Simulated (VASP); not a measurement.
Here is the system:

```
CELL_PARAMETERS angstrom
      1.25025    -2.16549     0.00000
      1.25025     2.16549     0.00000
      0.00000     0.00000     6.69417
ATOMIC_POSITIONS crystal
  B  0.33333 0.66667 0.25000
  B  0.66667 0.33333 0.75000
  N  0.66667 0.33333 0.25000
  N  0.33333 0.66667 0.75000
```

Level of theory: MS2 meta-GGA, VASP's PBE PAW potentials (set 64) (plane waves; VASP). Settings: 520 eV cut-off, 11×11×4 Γ-centred mesh, tetrahedra with Blöchl corrections, potentials B N.

The cores are frozen, which limits the accuracy of field gradients.

Q: Give the principal components of the electric field gradient (V/Å²) and the asymmetry η at each nucleus.

A: 
```csv
atom,Vxx,Vyy,Vzz,η
B1,-18.2,-18.2,36.3,0.00
B2,-18.2,-18.2,36.3,0.00
N3,-0.7,-0.7,1.4,0.00
N4,-0.7,-0.7,1.4,0.00
```

The compound is BN in the hex structure. It was relaxed first.
